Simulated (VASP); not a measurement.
All values below come from LDA (Ceperley-Alder, Perdew-Zunger), VASP's LDA PAW potentials (set 64) (plane waves; VASP).

A VASP calculation is set up with these files.

POSCAR:
```
Sb
1.0
 -3.9592818263   3.9592818263   2.0245829498
  3.9592818263  -3.9592818263   2.0245829498
  3.9592818263   3.9592818263  -2.0245829498
Sb
4
Cartesian
  1.1986046554   2.7606771709   0.0000000000
  2.7606771709   1.1986046554   2.0245829498
  5.1578864813   1.1986046550   0.0000000002
 -1.1986046550   2.7606771713   2.0245829496
```

KPOINTS:
```
Automatic mesh
0
Gamma
  10 10 10
```

### INCAR
```
SYSTEM = Sb
PREC = Accurate
ENCUT = 400
EDIFF = 1E-7
NELM = 100
ALGO = Normal
LREAL = .FALSE.
LASPH = .TRUE.
ISMEAR = -5
LMAXMIX = 4
LWAVE = .FALSE.
LCHARG = .TRUE.
LORBIT = 11
NEDOS = 601
ISIF = 2
LEFG = .TRUE.
```

POTCAR, in this order: Sb (LDA.64 set). Program: vasp_std.

The resulting files:

**OSZICAR**
```
       N       E                     dE             d eps       ncg     rms          rms(c)
DAV:   1     0.897683592880E+02    0.89768E+02   -0.58768E+03  2856   0.911E+02
DAV:   2    -0.115618917632E+02   -0.10133E+03   -0.99027E+02  3672   0.170E+02
DAV:   3    -0.181189437842E+02   -0.65571E+01   -0.64507E+01  3726   0.487E+01
DAV:   4    -0.182202876362E+02   -0.10134E+00   -0.99791E-01  3348   0.696E+00
DAV:   5    -0.182227727580E+02   -0.24851E-02   -0.24564E-02  4420   0.118E+00    0.423E+00
DAV:   6    -0.181761963099E+02    0.46576E-01   -0.43295E-02  3516   0.101E+00    0.249E+00
DAV:   7    -0.181576591370E+02    0.18537E-01   -0.51696E-02  3608   0.110E+00    0.140E-01
DAV:   8    -0.181574971813E+02    0.16196E-03   -0.49928E-03  3146   0.438E-01    0.477E-02
DAV:   9    -0.181574959266E+02    0.12547E-05   -0.28587E-04  3720   0.113E-01    0.348E-02
DAV:  10    -0.181574992510E+02   -0.33243E-05   -0.21461E-05  3814   0.304E-02    0.519E-03
DAV:  11    -0.181575063319E+02   -0.70809E-05   -0.31373E-06  3554   0.108E-02    0.213E-03
DAV:  12    -0.181575081757E+02   -0.18438E-05   -0.10411E-06  3416   0.553E-03    0.102E-03
DAV:  13    -0.181575082475E+02   -0.71793E-07   -0.47575E-08  1902   0.149E-03
   1 F= -.18157508E+02 E0= -.18157508E+02  d E =0.000000E+00
```

File OUTCAR:
```
------------------------ aborting loop because EDIFF is reached ----------------------------------------
  FORCE on cell =-STRESS in cart. coord.  units (eV):
  Direction    XX          YY          ZZ          XY          YZ          ZX
  --------------------------------------------------------------------------------------
  Total        0.0889913      0.0889913     -0.3783464      0.0000000      0.0000000      0.0000000
  in kB        1.1231286      1.1231286     -4.7749831      0.0000000      0.0000000      0.0000000
  external PRESSURE =      -0.8429086 kB  Pullay stress =       0.0000000 kB
  volume of cell :      126.95
      direct lattice vectors                 reciprocal lattice vectors
    -3.959281826  3.959281826  2.024582950     0.000000000  0.126285529  0.246964443
     3.959281826 -3.959281826  2.024582950     0.126285529  0.000000000  0.246964443
     3.959281826  3.959281826 -2.024582950     0.126285529  0.126285529  0.000000000
 POSITION                                       TOTAL-FORCE (eV/Angst)
 -----------------------------------------------------------------------------------
      1.19860      2.76068      0.00000         0.034614     -0.034614     -0.000000
      2.76068      1.19860      2.02458        -0.034614      0.034614     -0.000000
      5.15789      1.19860      0.00000         0.034614      0.034614      0.000000
     -1.19860      2.76068      2.02458        -0.034614     -0.034614     -0.000000
 -----------------------------------------------------------------------------------
    total drift:                                0.000000     -0.000000     -0.000000
  FREE ENERGIE OF THE ION-ELECTRON SYSTEM (eV)
  ---------------------------------------------------
  free  energy   TOTEN  =       -18.1575082475 eV

  energy  without entropy=      -18.1575082475  energy(sigma->0) =      -18.15750825

 total charge

# of ion       s       p       d       tot
------------------------------------------
    1        1.235   1.130   0.042   2.407
    2        1.235   1.130   0.042   2.407
    3        1.235   1.130   0.042   2.407
    4        1.235   1.130   0.042   2.407
--------------------------------------------------
tot          4.939   4.521   0.167   9.627

 Electric field gradients after diagonalization (V/A^2)
 (convention: |V_zz| > |V_xx| > |V_yy|)
----------------------------------------------------------------------
 ion       V_xx      V_yy      V_zz     asymmetry (V_yy - V_xx)/ V_zz
----------------------------------------------------------------------
   1     -16.085   -11.611    27.696       0.162
   2     -16.085   -11.611    27.696       0.162
   3     -16.084   -11.612    27.696       0.161
   4     -16.084   -11.612    27.696       0.161
```
(Selected blocks of OUTCAR.)

For a metal the tetrahedron method with Blöchl corrections gives inexact stress and forces.

The structure comes from a computed database's Sb entry (I4/mcm); how it stands against other phases isn't given here. It was relaxed first.
